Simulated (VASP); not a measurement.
# 1 units of PbZrO3 (001), ZrO2 faces on Al(100) in VASP, part 4 of 5

How does 1 units of PbZrO3 (001), ZrO2 faces on Al(100) behave as a surface?

VASP 6.6.1; PBEsol with D3(BJ); plane waves and PAW (Al, Zr_sv, O, Pb).

So far. Step 3 (Going on with the relaxation): The run ended after 6 ionic steps, 0.001 eV below its first step, once the forces on the free atoms met EDIFFG = -0.03. Step 4 (Potential and states of the slab): The vacuum level lies 3.41 eV above the Fermi level at the upper face; the two faces differ by 1.02 eV, the step that the slab's dipole of -0.098 e·Å makes.

## (5) The slab in a field, field -0.1

A field across the slab, with the atoms held, gives the electronic response: the dipole changes linearly with the field, and the energy has a linear term from the slab's own dipole and a quadratic one from its polarisability.

File INCAR:

```
SYSTEM = Zr2Al8PbO5
PREC = Normal
ENCUT = 400
EDIFF = 1E-06
NELM = 120
ISMEAR = -1
SIGMA = 0.1
LREAL = Auto
ALGO = Fast
GGA = PS
IVDW = 12
NBANDS = 57
LORBIT = 11
LWAVE = .FALSE.
LCHARG = .FALSE.
KPAR = 4
IDIPOL = 3
LDIPOL = .TRUE.
DIPOL = 0.5 0.5 0.514
EFIELD = -0.1
LVHAR = .TRUE.
```

File POSCAR:

```
Zr2Al8PbO5
1.0
    4.1600000000      0.0000000000      0.0000000000
    0.0000000000      4.1600000000      0.0000000000
    0.0000000000      0.0000000000     31.2141469282
Al Zr O Pb
8 2 5 1
Direct
    0.0000000000      0.5000000000      0.2935150335
    0.5000000000      0.0000000000      0.2935150335
    0.0000000000      0.0000000000      0.3567412274
    0.5000000000      0.5000000000      0.3581571872
    0.0000000000      0.5000000000      0.4203471494
    0.5000000000      0.0000000000      0.4203471494
    0.0000000000      0.0000000000      0.4775793883
    0.5000000000      0.5000000000      0.4971691575
    0.0000000000      0.0000000000      0.5746216156
    0.0000000000      0.0000000000      0.7009495119
    0.5000000000      0.0000000000      0.5757202468
    0.0000000000      0.5000000000      0.5757202468
    0.0000000000      0.0000000000      0.6388954790
    0.5000000000      0.0000000000      0.7020489248
    0.0000000000      0.5000000000      0.7020489248
    0.5000000000      0.5000000000      0.6415131356
```

File KPOINTS:

```
Automatic mesh
0
Gamma
8 8 1
0 0 0
```

The projector-augmented-wave data sets are Al, Zr_sv, O and Pb (PBE family, release 64).

Command:

```console
> mpirun -np 4 vasp_std
```

Output:

```text
[... set-up lines as in an earlier step ...]
 entering main loop
       N       E                     dE             d eps       ncg     rms          rms(c)
DAV:   1     0.565134422897E+03    0.56513E+03   -0.30083E+04  1862   0.958E+02
DAV:   2    -0.192911797856E+02   -0.58443E+03   -0.54669E+03  2262   0.257E+02
DAV:   3    -0.108401041773E+03   -0.89110E+02   -0.87020E+02  2331   0.947E+01
DAV:   4    -0.113719257518E+03   -0.53182E+01   -0.53015E+01  2620   0.220E+01
DAV:   5    -0.114037147152E+03   -0.31789E+00   -0.31780E+00  2939   0.402E+00    0.404E+01
RMM:   6    -0.990140104564E+02    0.15023E+02   -0.70877E+01  2131   0.243E+01    0.188E+01
RMM:   7    -0.995358833253E+02   -0.52187E+00   -0.14835E+01  2725   0.880E+00    0.885E+00
RMM:   8    -0.104049820842E+03   -0.45139E+01   -0.29173E+00  2622   0.488E+00    0.646E+00
RMM:   9    -0.100360901261E+03    0.36889E+01   -0.12179E+00  2749   0.265E+00    0.475E+00
RMM:  10    -0.994601422094E+02    0.90076E+00   -0.15222E+00  2589   0.326E+00    0.363E+00
RMM:  12    -0.991449456796E+02    0.43054E-01   -0.54353E-01  2830   0.185E+00    0.959E-01
RMM:  13    -0.991308548278E+02    0.14091E-01   -0.83381E-02  2831   0.914E-01    0.513E-01
RMM:  14    -0.991211345159E+02    0.97203E-02   -0.45788E-02  2924   0.592E-01    0.281E-01
RMM:  15    -0.991198464502E+02    0.12881E-02   -0.30503E-02  2995   0.447E-01    0.222E-01
RMM:  16    -0.991199560694E+02   -0.10962E-03   -0.97419E-03  3020   0.280E-01    0.109E-01
RMM:  17    -0.991214485053E+02   -0.14924E-02   -0.63207E-03  3010   0.212E-01    0.808E-02
RMM:  18    -0.991216686592E+02   -0.22015E-03   -0.22301E-03  3015   0.132E-01    0.388E-02
RMM:  19    -0.991224118781E+02   -0.74322E-03   -0.12560E-03  3131   0.932E-02    0.226E-02
RMM:  20    -0.991229821794E+02   -0.57030E-03   -0.78581E-04  3083   0.722E-02    0.200E-02
RMM:  21    -0.991232580609E+02   -0.27588E-03   -0.41633E-04  3077   0.526E-02    0.179E-02
RMM:  22    -0.991234832119E+02   -0.22515E-03   -0.23823E-04  2958   0.406E-02    0.106E-02
WARNING in EDDRMM: call to ZHEGV failed, returncode =   6  3     35
RMM:  23    -0.991235032677E+02   -0.20056E-04   -0.13766E-04  2920   0.299E-02    0.557E-03
RMM:  24    -0.991235439939E+02   -0.40726E-04   -0.81224E-05  2734   0.229E-02    0.561E-03
WARNING in EDDRMM: call to ZHEGV failed, returncode =   6  3     35
RMM:  25    -0.991235717838E+02   -0.27790E-04   -0.53103E-05  2594   0.181E-02    0.497E-03
RMM:  26    -0.991235894324E+02   -0.17649E-04   -0.36586E-05  2417   0.150E-02    0.350E-03
RMM:  27    -0.991236026799E+02   -0.13247E-04   -0.25633E-05  2338   0.127E-02    0.221E-03
WARNING in EDDRMM: call to ZHEGV failed, returncode =   6  3     16
RMM:  28    -0.991236117925E+02   -0.91126E-05   -0.19949E-05  2203   0.111E-02    0.959E-04
RMM:  29    -0.991236194280E+02   -0.76355E-05   -0.15271E-05  2123   0.979E-03    0.523E-04
RMM:  30    -0.991236223765E+02   -0.29486E-05   -0.10989E-05  1846   0.845E-03    0.492E-04
RMM:  31    -0.991236232184E+02   -0.84188E-06   -0.86985E-06  1770   0.767E-03
   1 F= -.10239261E+03 E0= -.10233471E+03  d E =-.115808E+00
```

It took 3.1 min on 4 MPI ranks of Intel Xeon Platinum 8488C (Sapphire Rapids), shared host; peak memory 1.5 GiB.

From OUTCAR (step 5):

```text
   NELECT =      82.0000    total number of electrons

 dipolmoment           0.000000      0.000000     -0.237974 electrons x Angstroem

 E-fermi :   0.9722

 k-point     1 :       0.0000    0.0000    0.0000
  band No.  band energies     occupation
    ...
     37      -0.4846      2.00000
     38      -0.1720      1.99998
     39      -0.1720      1.99998
     40      -0.0762      1.99994
     41       1.0159      0.78453
     42       1.1250      0.35632
     43       1.6477      0.00233
     44       1.6477      0.00233
     45       2.4538      0.00000
     46       2.7852      0.00000
    ...

 Edisp (eV)   -3.26899

  Total     -17.84550   -17.84550    -4.11034     0.00000    -0.00000     0.00000
  in kB     -52.92992   -52.92992   -12.19130     0.00000    -0.00000     0.00000
  external pressure =      -39.35 kB  Pullay stress =        0.00 kB

 POSITION                                       TOTAL-FORCE (eV/Angst)
 -----------------------------------------------------------------------------------
      0.00000      2.08000      9.16182         0.000000     -0.000000      0.013936
      2.08000      0.00000      9.16182         0.000000     -0.000000      0.013936
      0.00000      0.00000     11.13537         0.000000      0.000000      0.007857
      2.08000      2.08000     11.17957         0.000000     -0.000000      0.010525
      0.00000      2.08000     13.12078         0.000000     -0.000000      0.021817
      2.08000      0.00000     13.12078         0.000000      0.000000      0.021817
      0.00000      0.00000     14.90723         0.000000      0.000000      0.022082
      2.08000      2.08000     15.51871         0.000000     -0.000000      0.006503
      0.00000      0.00000     17.93632         0.000000     -0.000000      0.049460
      0.00000      0.00000     21.87954         0.000000      0.000000      0.068982
      2.08000      0.00000     17.97062         0.000000     -0.000000     -0.046392
      0.00000      2.08000     17.97062         0.000000      0.000000     -0.046392
      0.00000      0.00000     19.94258        -0.000000     -0.000000     -0.082053
      2.08000      0.00000     21.91386         0.000000     -0.000000     -0.059546
      0.00000      2.08000     21.91386         0.000000     -0.000000     -0.059546
      2.08000      2.08000     20.02429         0.000000      0.000000      0.057013
 -----------------------------------------------------------------------------------
    total drift:                               -0.000000      0.000000      0.041761

  FREE ENERGIE OF THE ION-ELECTRON SYSTEM (eV)
  ---------------------------------------------------
  free  energy   TOTEN  =      -102.3926130128 eV

  energy  without entropy=     -102.2768053995  energy(sigma->0) =     -102.33470921

 vacuum level on the upper side and lower side of the slab         5.291         4.736

[... 8 parts as in an earlier step ...]

[... 9 further parts left out ...]
```

Numbers from this step:

- electronic cycles: 31
- free energy (TOTEN): -102.3926 eV
- energy at zero smearing: -102.3347 eV
- Fermi energy: 0.9722 eV
- dipole moment: 0, 0, -0.2380 e·Å

The planar average of the electrostatic potential oscillates, so the rows of the table below give means over windows of 2.05 Å about each position, cut where the curve ends. Its maxima inside the range that stand out by 2 % of the span (Å: eV): 6.3: 4.27, 10.1: -1.95, 12.1: -2.16, 14.1: -1.90, 16.8: 1.57, 18.9: -0.624, 20.9: -2.64. Its minima: 0.8: 3.76, 9.2: -14.2, 11.1: -14.3, 13.2: -14.3, 15.2: -10.7, 17.9: -13.9, 20.0: -8.55, 21.9: -14.0.

Zero at the Fermi level. The planar average of the electrostatic potential by height; means over each step:

height (Å), planar average of the electrostatic potential (eV) and a bar from the least value:
```
     1.02        3.9 #############################
     3.07        4.0 #############################
     5.12        4.2 ##############################
     7.17        3.6 ############################
     9.22       -7.0 #
    11.28       -7.4 
    13.32       -7.4 
    15.37       -6.2 ###
    17.42       -5.6 #####
    19.47       -4.8 #######
    21.52       -7.5 
    23.57        2.7 ##########################
    25.62        3.8 #############################
    27.67        4.0 #############################
    29.72        4.2 ##############################
```

Force by atom:

```csv
atom,x (eV/Å),y (eV/Å),z (eV/Å),size
Al1,0.0000,0.0000,0.0139,0.0139
Al2,0.0000,0.0000,0.0139,0.0139
Al3,0.0000,0.0000,0.0079,0.0079
Al4,0.0000,0.0000,0.0105,0.0105
Al5,0.0000,0.0000,0.0218,0.0218
Al6,0.0000,0.0000,0.0218,0.0218
Al7,0.0000,0.0000,0.0221,0.0221
Al8,0.0000,0.0000,0.0065,0.0065
Zr9,0.0000,0.0000,0.0495,0.0495
Zr10,0.0000,0.0000,0.0690,0.0690
O11,0.0000,0.0000,-0.0464,0.0464
O12,0.0000,0.0000,-0.0464,0.0464
O13,0.0000,0.0000,-0.0821,0.0821
O14,0.0000,0.0000,-0.0595,0.0595
O15,0.0000,0.0000,-0.0595,0.0595
Pb16,0.0000,0.0000,0.0570,0.0570
```

Energy at zero smearing: -102.33471 eV.

## (6) The slab in a field, field 0.1

INCAR, as its differences from that of step 5:

```diff
@@ -19,3 +19,3 @@
 DIPOL = 0.5 0.5 0.514
-EFIELD = -0.1
+EFIELD = 0.1
 LVHAR = .TRUE.
```

POSCAR is that of step 5.

KPOINTS is that of step 5.

Command:

```console
> mpirun -np 4 vasp_std
```

Output:

```text
[... set-up lines as in an earlier step ...]
 entering main loop
       N       E                     dE             d eps       ncg     rms          rms(c)
DAV:   1     0.585027154295E+03    0.58503E+03   -0.30116E+04  1862   0.958E+02
DAV:   2    -0.194994008126E+02   -0.60453E+03   -0.56721E+03  2254   0.259E+02
DAV:   3    -0.108998357246E+03   -0.89499E+02   -0.88300E+02  2364   0.965E+01
DAV:   4    -0.114145904759E+03   -0.51475E+01   -0.51250E+01  2564   0.220E+01
DAV:   5    -0.114462188651E+03   -0.31628E+00   -0.31613E+00  2772   0.421E+00    0.406E+01
RMM:   6    -0.103557846371E+03    0.10904E+02   -0.65241E+01  2212   0.226E+01    0.210E+01
RMM:   7    -0.247708711747E+03   -0.14415E+03   -0.63325E+01  2558   0.157E+01    0.310E+01
RMM:   8    -0.108449228925E+03    0.13926E+03   -0.22656E+01  2391   0.981E+00    0.230E+01
RMM:   9    -0.102025874567E+03    0.64234E+01   -0.77906E+00  2270   0.766E+00    0.125E+01
RMM:  10    -0.999852988652E+02    0.20406E+01   -0.30131E+00  2460   0.507E+00    0.573E+00
RMM:  11    -0.993991916699E+02    0.58611E+00   -0.21267E+00  2573   0.374E+00    0.298E+00
RMM:  12    -0.992014924907E+02    0.19770E+00   -0.59086E-01  2915   0.179E+00    0.237E+00
RMM:  13    -0.992997359591E+02   -0.98243E-01   -0.10447E-01  2982   0.867E-01    0.284E+00
RMM:  14    -0.991103344586E+02    0.18940E+00   -0.48696E-01  2881   0.172E+00    0.112E+00
RMM:  15    -0.991147999372E+02   -0.44655E-02   -0.11026E-01  2875   0.816E-01    0.832E-01
RMM:  16    -0.991009024057E+02    0.13898E-01   -0.38592E-02  2726   0.633E-01    0.289E-01
RMM:  17    -0.991011465322E+02   -0.24413E-03   -0.11525E-02  2958   0.306E-01    0.196E-01
RMM:  18    -0.991013082016E+02   -0.16167E-03   -0.38115E-03  3116   0.176E-01    0.145E-01
RMM:  19    -0.991024422755E+02   -0.11341E-02   -0.43276E-03  2818   0.189E-01    0.116E-01
RMM:  20    -0.991030536720E+02   -0.61140E-03   -0.21904E-03  2927   0.147E-01    0.917E-02
RMM:  21    -0.991034459587E+02   -0.39229E-03   -0.73870E-04  3047   0.802E-02    0.552E-02
RMM:  22    -0.991039790587E+02   -0.53310E-03   -0.39365E-04  2994   0.592E-02    0.378E-02
RMM:  23    -0.991041682205E+02   -0.18916E-03   -0.22783E-04  2981   0.417E-02    0.252E-02
RMM:  24    -0.991042534098E+02   -0.85189E-04   -0.13006E-04  2984   0.309E-02    0.222E-02
RMM:  25    -0.991042690514E+02   -0.15642E-04   -0.81554E-05  2895   0.241E-02    0.150E-02
RMM:  26    -0.991042569149E+02    0.12137E-04   -0.59736E-05  2888   0.212E-02    0.155E-02
RMM:  27    -0.991042307624E+02    0.26152E-04   -0.59158E-05  2830   0.186E-02    0.105E-02
RMM:  28    -0.991042289896E+02    0.17728E-05   -0.33611E-05  2709   0.140E-02    0.634E-03
RMM:  29    -0.991042289938E+02   -0.42110E-08   -0.18041E-05  2341   0.103E-02    0.447E-03
RMM:  30    -0.991042319751E+02   -0.29812E-05   -0.14055E-05  2378   0.919E-03    0.318E-03
WARNING in EDDRMM: call to ZHEGV failed, returncode =   8  4     47
RMM:  31    -0.991042346449E+02   -0.26698E-05   -0.92277E-06  2003   0.752E-03    0.234E-03
RMM:  32    -0.991042350276E+02   -0.38276E-06   -0.79968E-06  2023   0.709E-03
   1 F= -.10237322E+03 E0= -.10231547E+03  d E =-.115504E+00
```

Wall time 3.1 min (4 MPI ranks); peak memory 1.5 GiB.

OUTCAR, selected parts (step 6):

```text
   NELECT =      82.0000    total number of electrons

 dipolmoment           0.000000      0.000000      0.043614 electrons x Angstroem

 E-fermi :   1.1136

 k-point     1 :       0.0000    0.0000    0.0000
  band No.  band energies     occupation
    ...
     37      -0.3427      2.00000
     38      -0.0312      1.99998
     39      -0.0312      1.99998
     40       0.0494      1.99995
     41       1.1553      0.79448
     42       1.2672      0.35424
     43       1.7795      0.00256
     44       1.7795      0.00256
     45       2.5561      0.00000
     46       2.9010      0.00000
    ...

 Edisp (eV)   -3.26899

  Total     -17.80220   -17.80220    -4.01765     0.00000     0.00000     0.00000
  in kB     -52.80148   -52.80148   -11.91639     0.00000     0.00000     0.00000
  external pressure =      -39.17 kB  Pullay stress =        0.00 kB

 POSITION                                       TOTAL-FORCE (eV/Angst)
 -----------------------------------------------------------------------------------
      0.00000      2.08000      9.16182         0.000000      0.000000      0.011091
      2.08000      0.00000      9.16182         0.000000     -0.000000      0.011091
      0.00000      0.00000     11.13537         0.000000     -0.000000      0.008903
      2.08000      2.08000     11.17957         0.000000     -0.000000      0.012550
      0.00000      2.08000     13.12078         0.000000      0.000000      0.023064
      2.08000      0.00000     13.12078         0.000000     -0.000000      0.023064
      0.00000      0.00000     14.90723         0.000000     -0.000000      0.032276
      2.08000      2.08000     15.51871         0.000000     -0.000000     -0.023069
      0.00000      0.00000     17.93632        -0.000000      0.000000     -0.083921
      0.00000      0.00000     21.87954         0.000000      0.000000     -0.098254
      2.08000      0.00000     17.97062         0.000000     -0.000000      0.017018
      0.00000      2.08000     17.97062         0.000000     -0.000000      0.017018
      0.00000      0.00000     19.94258         0.000000     -0.000000      0.066300
      2.08000      0.00000     21.91386         0.000000     -0.000000      0.016871
      0.00000      2.08000     21.91386         0.000000     -0.000000      0.016871
      2.08000      2.08000     20.02429        -0.000000     -0.000000     -0.050874
 -----------------------------------------------------------------------------------
    total drift:                                0.000000     -0.000000      0.043526

  FREE ENERGIE OF THE ION-ELECTRON SYSTEM (eV)
  ---------------------------------------------------
  free  energy   TOTEN  =      -102.3732248220 eV

  energy  without entropy=     -102.2577204045  energy(sigma->0) =     -102.31547261

 vacuum level on the upper side and lower side of the slab         3.632         6.218

[... 8 parts as in an earlier step ...]

[... 9 further parts left out ...]
```

This step gave:

```
electronic cycles       : 32
free energy (TOTEN)     : -102.3732 eV
energy at zero smearing : -102.3155 eV
Fermi energy            : 1.114 eV
dipole moment           : 0, 0, 0.04361 e·Å
```

The planar average of the electrostatic potential oscillates, so the rows of the table below give means over windows of 1 Å about each position, cut where the curve ends. Its maxima inside the range that stand out by 2 % of the span (Å: eV): 0.8: 5.10, 10.1: -1.95, 12.1: -2.16, 14.1: -1.90, 16.8: 1.55, 18.9: -0.710, 20.9: -2.78, 24.2: 3.18. Its minima: 9.2: -14.2, 11.1: -14.3, 13.2: -14.3, 15.2: -10.7, 17.9: -14.0, 20.0: -8.67, 21.9: -14.1.

Zero at the Fermi level. The planar average of the electrostatic potential by height; means over each step:

```csv
height (Å),planar average of the electrostatic potential (eV)
0,3.24
1,5.00
2,4.98
3,4.88
4,4.78
5,4.68
6,4.56
7,4.21
8,1.39
9,-10.7
10,-4.04
11,-11.0
12,-4.21
13,-11.2
14,-3.87
15,-8.84
16,-3.27
17,-0.723
18,-11.3
19,-2.34
20,-7.35
21,-4.39
22,-11.2
23,1.21
24,3.14
25,3.13
26,3.04
27,2.94
28,2.84
29,2.74
30,2.64
31,2.56
```

Force by atom:

```csv
atom,x (eV/Å),y (eV/Å),z (eV/Å),size
Al1,0.0000,0.0000,0.0111,0.0111
Al2,0.0000,0.0000,0.0111,0.0111
Al3,0.0000,0.0000,0.0089,0.0089
Al4,0.0000,0.0000,0.0126,0.0126
Al5,0.0000,0.0000,0.0231,0.0231
Al6,0.0000,0.0000,0.0231,0.0231
Al7,0.0000,0.0000,0.0323,0.0323
Al8,0.0000,0.0000,-0.0231,0.0231
Zr9,0.0000,0.0000,-0.0839,0.0839
Zr10,0.0000,0.0000,-0.0983,0.0983
O11,0.0000,0.0000,0.0170,0.0170
O12,0.0000,0.0000,0.0170,0.0170
O13,0.0000,0.0000,0.0663,0.0663
O14,0.0000,0.0000,0.0169,0.0169
O15,0.0000,0.0000,0.0169,0.0169
Pb16,0.0000,0.0000,-0.0509,0.0509
```

Energy at zero smearing: -102.31547 eV.

## (7) Putting the energies together

This step: slab, PBEsol + D3(BJ); plane waves and PAW (VASP 6.6.1).

Derived from the runs above.

Numbers from this step:

```
polarisability per area of the slab or monolayer : 1.172 Å
```

VASP counts both for electrons: a positive EFIELD is a field along -c, and a positive dipole, in electrons times A, points along -c. Field, by row:

```csv
EFIELD (eV/Å),dipole along z (e Å),energy change (eV)
-0.1,-0.238,-0.01666
0,-0.09776,0
0.1,0.04361,0.002577
```

The polarisability is the slope of the dipole against the field, as a volume for each unit of area.

[end of part 4 of 5]

[Lines on the potential files, build, host, timing and source positions are cut from VASP's logs without a mark.]

[Logs are printed without paths, hosts, clocks, repeated set-up lines and the standing remarks that a program may print on its own settings, such as how far it seeks lower states.]

[Hosts, paths, dates, database ids (printed as entryN), source tags and the programs' standing remarks are cut or masked in the printed files.]

[In band tables of VASP the shares of atoms and orbitals are scaled to a sum of 1 inside the atoms' spheres.]

[Runs that stopped without an error message from VASP are left out.]
